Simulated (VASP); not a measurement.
# A vacancy on the Pb site in Pt3Pb, part 2 of 4

How easily does a vacancy on the Pb site form in Pt3Pb? The host is relaxed first, then a supercell is run with and without the defect. The start is a cell from a database of measured crystal structures.

VASP 6.6.1, plane waves and PAW; the level of theory is named at each step.

Still holding for the runs below: The k-mesh is coarse for a metal.

So far. Step 2 (The host at zero pressure): The run ended after 3 ionic steps, 0.000 eV below its first step, once forces and stress met EDIFFG = -0.02.

## Step 3: The supercell without the defect

Level of this step: PBEsol; plane waves and PAW (Pb, Pt) (VASP).

System of this step: Pt3Pb. It takes space group Pm-3m (No. 221, cubic). Conventional cell: a = 4.060 Å, b = 4.060 Å, c = 4.060 Å, α = 90.00°, β = 90.00°, γ = 90.00°. Pb has 12 Pt at 2.87 Å nearest. Nearest to Pt lie 8 Pt at 2.87 Å and 4 Pb at 2.87 Å. Farther neighbours are not listed.

The same cell, mesh and cutoff without the defect give the energy to subtract and, in a gapped host, the band edges to count from, so that most errors cancel.

File INCAR:

```
SYSTEM = Pt3Pb
PREC = Normal
ENCUT = 300
EDIFF = 1E-05
NELM = 120
ISMEAR = 1
SIGMA = 0.2
LREAL = Auto
ALGO = Fast
GGA = PS
LORBIT = 11
LWAVE = .FALSE.
LCHARG = .FALSE.
KPAR = 4
```

File POSCAR:

```
Pt3Pb
1.0
    8.1206605250      0.0000000000      0.0000000000
    0.0000000000      8.1206605250      0.0000000000
    0.0000000000      0.0000000000      8.1206605250
Pb Pt
8 24
Direct
    0.0000000000      0.0000000000      0.0000000000
    0.0000000000      0.0000000000      0.5000000000
    0.0000000000      0.5000000000      0.0000000000
    0.0000000000      0.5000000000      0.5000000000
    0.5000000000      0.0000000000      0.0000000000
    0.5000000000      0.0000000000      0.5000000000
    0.5000000000      0.5000000000      0.0000000000
    0.5000000000      0.5000000000      0.5000000000
    0.2500000000      0.2500000000      0.0000000000
    0.2500000000      0.2500000000      0.5000000000
    0.2500000000      0.7500000000      0.0000000000
    0.2500000000      0.7500000000      0.5000000000
    0.7500000000      0.2500000000      0.0000000000
    0.7500000000      0.2500000000      0.5000000000
    0.7500000000      0.7500000000      0.0000000000
    0.7500000000      0.7500000000      0.5000000000
    0.2500000000      0.0000000000      0.2500000000
    0.2500000000      0.0000000000      0.7500000000
    0.2500000000      0.5000000000      0.2500000000
    0.2500000000      0.5000000000      0.7500000000
    0.7500000000      0.0000000000      0.2500000000
    0.7500000000      0.0000000000      0.7500000000
    0.7500000000      0.5000000000      0.2500000000
    0.7500000000      0.5000000000      0.7500000000
    0.0000000000      0.2500000000      0.2500000000
    0.0000000000      0.2500000000      0.7500000000
    0.0000000000      0.7500000000      0.2500000000
    0.0000000000      0.7500000000      0.7500000000
    0.5000000000      0.2500000000      0.2500000000
    0.5000000000      0.2500000000      0.7500000000
    0.5000000000      0.7500000000      0.2500000000
    0.5000000000      0.7500000000      0.7500000000
```

File KPOINTS:

```
Automatic mesh
0
Monkhorst-Pack
3 3 3
0 0 0
```

The projector-augmented-wave data sets are Pb and Pt (PBE family, release 64).

Launch:

```
$ mpirun -np 4 vasp_std
```

Output:

```text
[banner, memory and clock lines left out]
running    4 mpi-ranks, on    1 nodes
 distrk:  each k-point on    1 cores,    4 groups
 distr:  one band on    1 cores,    1 groups

 POSCAR found type information on POSCAR PbPt
 POSCAR found :  2 types and      32 ions
 [... a notice as in an earlier step ...]

 LDA part: xc-table for (Slater+PW92), standard interpolation
 POSCAR, INCAR and KPOINTS ok, starting setup
 FFT: planning ... GRIDC
 FFT: planning ... GRID_SOFT
 FFT: planning ... GRID
 WAVECAR not read
 entering main loop
       N       E                     dE             d eps       ncg     rms          rms(c)
DAV:   1     0.119267599642E+04    0.11927E+04   -0.91561E+04  1304   0.985E+02
DAV:   2    -0.140944576661E+03   -0.13336E+04   -0.12594E+04  1464   0.248E+02
DAV:   3    -0.208230533075E+03   -0.67286E+02   -0.63893E+02  1504   0.504E+01
DAV:   4    -0.210183356527E+03   -0.19528E+01   -0.19327E+01  1536   0.853E+00
DAV:   5    -0.210233866295E+03   -0.50510E-01   -0.50466E-01  1528   0.127E+00    0.579E+01
RMM:   6    -0.203420700712E+03    0.68132E+01   -0.17957E+01  1304   0.105E+01    0.306E+01
RMM:   7    -0.202461439711E+03    0.95926E+00   -0.38131E+00  1343   0.378E+00    0.786E+00
RMM:   8    -0.202388970230E+03    0.72469E-01   -0.63057E-01  1345   0.156E+00    0.156E+00
RMM:   9    -0.202400677216E+03   -0.11707E-01   -0.14574E-01  1415   0.588E-01    0.108E+00
RMM:  10    -0.202400531683E+03    0.14553E-03   -0.34172E-02  1389   0.442E-01    0.466E-01
RMM:  11    -0.202400830988E+03   -0.29931E-03   -0.84370E-03  1441   0.182E-01    0.160E-01
RMM:  12    -0.202400845433E+03   -0.14445E-04   -0.15784E-03  1555   0.631E-02    0.530E-02
RMM:  13    -0.202400861366E+03   -0.15933E-04   -0.24937E-04  1409   0.268E-02    0.374E-02
RMM:  14    -0.202400864856E+03   -0.34900E-05   -0.81277E-05  1330   0.222E-02
   1 F= -.20240086E+03 E0= -.20239538E+03  d E =-.164628E-01
```

Wall time 24 s (4 MPI ranks of Intel Xeon Platinum 8488C (Sapphire Rapids), shared host); peak memory 1.1 GiB; 89 s of CPU time.

OUTCAR, selected parts (step 3):

```text
  LATTYP: Found a simple cubic cell.
 ALAT       =     8.1206605250

The static configuration has the point symmetry O_h .

 Found      4 irreducible k-points:

   k-points           NKPTS =      4   k-points in BZ     NKDIM =      4   number of bands    NBANDS=    163

   dimension x,y,z NGX =    36 NGY =   36 NGZ =   36
   dimension x,y,z NGXF=    72 NGYF=   72 NGZF=   72

   ENCUT  =  300.0 eV  22.05 Ry    4.70 a.u.  11.47 11.47 11.47*2*pi/ulx,y,z

   NELECT =     272.0000    total number of electrons

 E-fermi :  10.1933

 k-point     1 :       0.0000    0.0000    0.0000
  band No.  band energies     occupation
    ...
    137      10.2453      0.57652
    138      10.2453      0.57652
    139      10.2484      0.55346
    140      10.2484      0.55346
    141      10.2484      0.55346
    142      11.0138     -0.00000
    143      11.0138     -0.00000
    144      11.0138     -0.00000
    145      11.0138     -0.00000
    146      11.0138     -0.00000
    ...

 k-point     2 :       0.3333    0.0000    0.0000
  band No.  band energies     occupation
    ...
    134       9.7341      2.00548
    135      10.1635      1.24939
    136      10.1635      1.24939
    137      10.2460      0.57146
    138      10.2474      0.56040
    139      10.8079     -0.00012
    140      10.8079     -0.00012
    141      10.8818     -0.00001
    142      10.8818     -0.00001
    143      10.9591     -0.00000
    ...

  Total        2.9426845      2.9426845      2.9426845      0.0000000     -0.0000000     -0.0000000
  in kB        8.8040036      8.8040036      8.8040036      0.0000000     -0.0000000     -0.0000000
  external PRESSURE =       8.8040036 kB  Pullay stress =       0.0000000 kB

  energy-cutoff  :      300.00
  volume of cell :      535.52
      direct lattice vectors                 reciprocal lattice vectors
     8.120660525  0.000000000  0.000000000     0.123142692  0.000000000  0.000000000
     0.000000000  8.120660525  0.000000000     0.000000000  0.123142692  0.000000000
     0.000000000  0.000000000  8.120660525     0.000000000  0.000000000  0.123142692

 POSITION                                       TOTAL-FORCE (eV/Angst)
 -----------------------------------------------------------------------------------
      0.00000      0.00000      0.00000        -0.000000     -0.000000     -0.000000
      0.00000      0.00000      4.06033        -0.000000     -0.000000     -0.000000
      0.00000      4.06033      0.00000        -0.000000      0.000000     -0.000000
      0.00000      4.06033      4.06033        -0.000000     -0.000000     -0.000000
      4.06033      0.00000      0.00000        -0.000000      0.000000     -0.000000
      4.06033      0.00000      4.06033        -0.000000     -0.000000     -0.000000
      4.06033      4.06033      0.00000        -0.000000     -0.000000     -0.000000
      4.06033      4.06033      4.06033        -0.000000     -0.000000     -0.000000
      2.03017      2.03017      0.00000         0.000000      0.000000     -0.000000
      2.03017      2.03017      4.06033        -0.000000     -0.000000      0.000000
      2.03017      6.09050      0.00000        -0.000000     -0.000000     -0.000000
      2.03017      6.09050      4.06033         0.000000      0.000000     -0.000000
      6.09050      2.03017      0.00000         0.000000      0.000000     -0.000000
      6.09050      2.03017      4.06033        -0.000000     -0.000000     -0.000000
      6.09050      6.09050      0.00000        -0.000000     -0.000000     -0.000000
      6.09050      6.09050      4.06033         0.000000     -0.000000     -0.000000
      2.03017      0.00000      2.03017         0.000000      0.000000      0.000000
      2.03017      0.00000      6.09050         0.000000      0.000000     -0.000000
      2.03017      4.06033      2.03017         0.000000     -0.000000     -0.000000
      2.03017      4.06033      6.09050         0.000000     -0.000000      0.000000
      6.09050      0.00000      2.03017        -0.000000     -0.000000      0.000000
      6.09050      0.00000      6.09050        -0.000000     -0.000000     -0.000000
      6.09050      4.06033      2.03017        -0.000000     -0.000000     -0.000000
      6.09050      4.06033      6.09050        -0.000000     -0.000000      0.000000
      0.00000      2.03017      2.03017         0.000000     -0.000000      0.000000
      0.00000      2.03017      6.09050        -0.000000     -0.000000     -0.000000
      0.00000      6.09050      2.03017         0.000000      0.000000      0.000000
      0.00000      6.09050      6.09050        -0.000000      0.000000      0.000000
      4.06033      2.03017      2.03017        -0.000000      0.000000     -0.000000
      4.06033      2.03017      6.09050        -0.000000      0.000000     -0.000000
      4.06033      6.09050      2.03017        -0.000000     -0.000000      0.000000
      4.06033      6.09050      6.09050        -0.000000      0.000000      0.000000
 -----------------------------------------------------------------------------------
    total drift:                                0.000000      0.000000      0.000000

  FREE ENERGIE OF THE ION-ELECTRON SYSTEM (eV)
  ---------------------------------------------------
  free  energy   TOTEN  =      -202.4008648558 eV

  energy  without entropy=     -202.3844020435  energy(sigma->0) =     -202.39537725

 total charge
# of ion       s       p       d       tot
------------------------------------------
    1        1.572   1.829   0.396   3.797
    2        1.572   1.829   0.396   3.797
    3        1.572   1.829   0.396   3.797
    4        1.572   1.829   0.396   3.797
    5        1.572   1.829   0.396   3.797
    6        1.572   1.829   0.396   3.797
    7        1.572   1.829   0.396   3.797
    8        1.572   1.829   0.396   3.797
    9        0.587   0.498   8.175   9.261
   10        0.587   0.498   8.175   9.261
   11        0.587   0.498   8.175   9.261
   12        0.587   0.498   8.175   9.261
   13        0.587   0.498   8.175   9.261
   14        0.587   0.498   8.175   9.261
   15        0.587   0.498   8.175   9.261
   16        0.587   0.498   8.175   9.261
   17        0.587   0.498   8.175   9.261
   18        0.587   0.498   8.175   9.261
   19        0.587   0.498   8.175   9.261
   20        0.587   0.498   8.175   9.261
   21        0.587   0.498   8.175   9.261
   22        0.587   0.498   8.175   9.261
   23        0.587   0.498   8.175   9.261
   24        0.587   0.498   8.175   9.261
   25        0.587   0.498   8.175   9.261
   26        0.587   0.498   8.175   9.261
   27        0.587   0.498   8.175   9.261
   28        0.587   0.498   8.175   9.261
   29        0.587   0.498   8.175   9.261
   30        0.587   0.498   8.175   9.261
   31        0.587   0.498   8.175   9.261
   32        0.587   0.498   8.175   9.261
--------------------------------------------------
tot         26.670  26.595 199.375 252.639

[... 1 part as in an earlier step ...]

[... 5 further parts left out ...]
```

This step gave:

- electronic cycles: 14
- electrons: 272
- free energy (TOTEN): -202.4009 eV
- energy at zero smearing: -202.3954 eV
- Fermi energy: 10.19 eV

The host is treated as a metal, as its relaxation found a gap under 0.3 eV or none, and only the neutral defect is run.

## Step 4: Reference Pb

This step: PBEsol; plane waves and PAW (Pb) (VASP 6.6.1).

System of this step: Pb. Symmetry: Fm-3m, No. 225, cubic system. Conventional cell: a = 4.950 Å, b = 4.950 Å, c = 4.950 Å, α = 90.00°, β = 90.00°, γ = 90.00°. Nearest to Pb lie 12 Pb at 3.50 Å.

The reference for Pb is its crystal, relaxed at the cutoff of the large cell.

File INCAR:

```
SYSTEM = Pb
PREC = Normal
ENCUT = 300
EDIFF = 1E-05
NELM = 120
ISMEAR = 1
SIGMA = 0.1
LREAL = Auto
ALGO = Fast
GGA = PS
NBANDS = 8
LORBIT = 11
LWAVE = .FALSE.
LCHARG = .FALSE.
KPAR = 4
IBRION = 2
NSW = 25
ISIF = 3
EDIFFG = -0.02
POTIM = 0.4
```

File POSCAR:

```
Pb
1.0
    0.0000000000      2.4750000000      2.4750000000
    2.4750000000      0.0000000000      2.4750000000
    2.4750000000      2.4750000000      0.0000000000
Pb
1
Direct
    0.0000000000      0.0000000000      0.0000000000
```

File KPOINTS:

```
Automatic mesh
0
Gamma
9 9 9
0 0 0
```

Potentials, in the order of the species: Pb (PBE family, release 64).

Launch:

```
$ mpirun -np 4 vasp_std
```

Output:

```text
[banner, memory and clock lines left out]
running    4 mpi-ranks, on    1 nodes
 distrk:  each k-point on    1 cores,    4 groups
 distr:  one band on    1 cores,    1 groups

 POSCAR found type information on POSCAR Pb
 POSCAR found :  1 types and       1 ions
|                                                                             |
|               ----> ADVICE to this user running VASP <----                  |
|                                                                             |
|     You have a (more or less) 'small supercell' and for smaller cells       |
|     it is recommended to use the reciprocal-space projection scheme!        |
|     The real-space optimization is not efficient for small cells and it     |
|     is also less accurate ...                                               |
|     Therefore, set LREAL=.FALSE. in the INCAR file.                         |
|                                                                             |

 [... a notice as in an earlier step ...]

 LDA part: xc-table for (Slater+PW92), standard interpolation
 POSCAR, INCAR and KPOINTS ok, starting setup
 FFT: planning ... GRIDC
 FFT: planning ... GRID_SOFT
 FFT: planning ... GRID
 WAVECAR not read
 entering main loop
       N       E                     dE             d eps       ncg     rms          rms(c)
DAV:   1    -0.360258963987E+00   -0.36026E+00   -0.10183E+03   560   0.226E+02
DAV:   2    -0.399858845646E+01   -0.36383E+01   -0.34638E+01   816   0.263E+01
DAV:   3    -0.403379514448E+01   -0.35207E-01   -0.35211E-01   696   0.282E+00
DAV:   4    -0.403384800888E+01   -0.52864E-04   -0.52864E-04   880   0.126E-01
DAV:   5    -0.403384802622E+01   -0.17343E-07   -0.17941E-07   696   0.178E-03    0.489E+00
RMM:   6    -0.402609750307E+01    0.77505E-02   -0.13111E-03   560   0.156E-01    0.297E+00
RMM:   7    -0.402155752437E+01    0.45400E-02   -0.57409E-03   602   0.309E-01    0.226E-01
RMM:   8    -0.402159969487E+01   -0.42170E-04   -0.12370E-04   559   0.709E-02    0.184E-01
RMM:   9    -0.402162180838E+01   -0.22114E-04   -0.16638E-05   515   0.244E-02    0.645E-02
RMM:  10    -0.402162304220E+01   -0.12338E-05   -0.14037E-06   366   0.676E-03
   1 F= -.40216230E+01 E0= -.40213913E+01  d E =-.402162E+01
 curvature:   0.00 expect dE= 0.000E+00 dE for cont linesearch  0.000E+00
 trial: gam= 0.00000 g(F)=  0.133E-64 g(S)=  0.252E-02 ort = 0.000E+00 (trialstep = 0.100E+01)
 search vector abs. value=  0.252E-02
 bond charge predicted
       N       E                     dE             d eps       ncg     rms          rms(c)
DAV:   1    -0.402382188175E+01   -0.22001E-02   -0.38601E-02   688   0.690E-01    0.255E-01
RMM:   2    -0.402314621987E+01    0.67566E-03   -0.60397E-04   560   0.148E-01    0.139E-01
RMM:   3    -0.402278577435E+01    0.36045E-03   -0.54798E-04   560   0.105E-01    0.694E-02
RMM:   4    -0.402280134985E+01   -0.15575E-04   -0.96349E-05   557   0.493E-02    0.215E-02
RMM:   5    -0.402280147170E+01   -0.12185E-06   -0.50927E-06   358   0.137E-02
   2 F= -.40228015E+01 E0= -.40225718E+01  d E =-.117843E-02
[...]
3 F= -.40228405E+01 E0= -.40226091E+01  d E =-.121748E-02
 curvature:  -0.41 expect dE=-0.234E-04 dE for cont linesearch -0.234E-04
 ZBRENT: interpolating
 opt :   0.7674  next Energy=    -4.022862 (dE=-0.124E-02)
 bond charge predicted
       N       E                     dE             d eps       ncg     rms          rms(c)
DAV:   1    -0.402285143473E+01   -0.99847E-06   -0.37520E-04   736   0.691E-02    0.299E-02
RMM:   2    -0.402284165403E+01    0.97807E-05   -0.67899E-06   316   0.155E-02
   4 F= -.40228417E+01 E0= -.40226094E+01  d E =-.121861E-02
 curvature:  -0.38 expect dE=-0.177E-05 dE for cont linesearch -0.177E-05
 trial: gam= 0.00000 g(F)=  0.202E-68 g(S)=  0.462E-05 ort =-0.108E-03 (trialstep = 0.953E+00)
 search vector abs. value=  0.462E-05
 reached required accuracy - stopping structural energy minimisation
```

Elapsed: 3.2 s, on 4 MPI ranks; peak memory 0.43 GiB; 4.7 s of CPU time.

From OUTCAR (step 4):

```text
  LATTYP: Found a face centered cubic cell.
 ALAT       =     4.9500000000

The static configuration has the point symmetry O_h .

 Found     35 irreducible k-points:

   k-points           NKPTS =     35   k-points in BZ     NKDIM =     35   number of bands    NBANDS=      8

   dimension x,y,z NGX =    16 NGY =   16 NGZ =   16
   dimension x,y,z NGXF=    32 NGYF=   32 NGZF=   32

   ENCUT  =  300.0 eV  22.05 Ry    4.70 a.u.   4.94  4.94  4.94*2*pi/ulx,y,z

   NELECT =       4.0000    total number of electrons

 E-fermi :   4.7452

 k-point     1 :       0.0000    0.0000    0.0000
  band No.  band energies     occupation
      1      -6.9239      2.00000
      2      12.4644      0.00000
      3      12.4644      0.00000
      4      12.4644      0.00000
      5      14.7186      0.00000
      6      16.3403      0.00000
    ...

 k-point     2 :       0.1111    0.0000    0.0000
  band No.  band energies     occupation
      1      -6.6828      2.00000
      2      10.0471      0.00000
      3      12.1684      0.00000
      4      12.1684      0.00000
      5      14.2626      0.00000
      6      17.1915      0.00000
    ...

  Total        0.0063159      0.0063159      0.0063159      0.0000000     -0.0000000     -0.0000000
  in kB        0.3381422      0.3381422      0.3381422      0.0000000     -0.0000000     -0.0000000
  external PRESSURE =       0.3381422 kB  Pullay stress =       0.0000000 kB

  energy-cutoff  :      300.00
  volume of cell :       29.93
      direct lattice vectors                 reciprocal lattice vectors
     0.000000000  2.464182537  2.464182537    -0.202907046  0.202907046  0.202907046
     2.464182537 -0.000000000  2.464182537     0.202907046 -0.202907046  0.202907046
     2.464182537  2.464182537 -0.000000000     0.202907046  0.202907046 -0.202907046

 POSITION                                       TOTAL-FORCE (eV/Angst)
 -----------------------------------------------------------------------------------
      0.00000      0.00000      0.00000         0.000000      0.000000     -0.000000
 -----------------------------------------------------------------------------------
    total drift:                                0.000000      0.000000      0.000000

  FREE ENERGIE OF THE ION-ELECTRON SYSTEM (eV)
  ---------------------------------------------------
  free  energy   TOTEN  =        -4.0228416540 eV

  energy  without entropy=       -4.0221447654  energy(sigma->0) =       -4.02260936

 total charge
# of ion       s       p       d       tot
------------------------------------------
    1        1.736   1.340   0.076   3.152

[... 2 parts as in an earlier step ...]

[... 7 further parts left out ...]
```

Relaxation path:

```csv
step,energy less that of the first step (eV),largest force (eV/Å),pressure (GPa),volume (Å³)
1,0.0000,0.0000,-0.78,30.32
2,-0.0012,0.0000,0.13,29.81
3,-0.0012,0.0000,0.12,29.87
4,-0.0012,0.0000,0.03,29.93
```

```csv
"conventional cell, symmetrised",before,after,change
a (Å),4.950,4.928,-0.4 %
b (Å),4.950,4.928,-0.4 %
c (Å),4.950,4.928,-0.4 %
volume (Å³/atom),30.32,29.93,-1.3 %
```

Final coordinates:

```xyz
1
Lattice="0.0000 2.4642 2.4642 2.4642 0.0000 2.4642 2.4642 2.4642 0.0000" Properties=species:S:1:pos:R:3 pbc="T T T"
Pb    0.0000    0.0000    0.0000
```

This step gave:

- electronic cycles: 19
- electrons: 4
- free energy (TOTEN): -4.023 eV
- energy at zero smearing: -4.023 eV
- Fermi energy: 4.745 eV

The run ended after 4 ionic steps, 0.001 eV below its first step, once forces and stress met EDIFFG = -0.02.

Energy at zero smearing: -4.02261 eV.

(Part 2 of 4 ends here.)

[Lines on the potential files, build, host, timing and source positions are cut from VASP's logs without a mark.]

[Logs are printed without paths, hosts, clocks, repeated set-up lines and the standing remarks that a program may print on its own settings, such as how far it seeks lower states.]

[Hosts, paths, dates, database ids (printed as entryN), source tags and the programs' standing remarks are cut or masked in the printed files.]

[In band tables of VASP the shares of atoms and orbitals are scaled to a sum of 1 inside the atoms' spheres.]

[Runs that stopped without an error message from VASP are left out.]
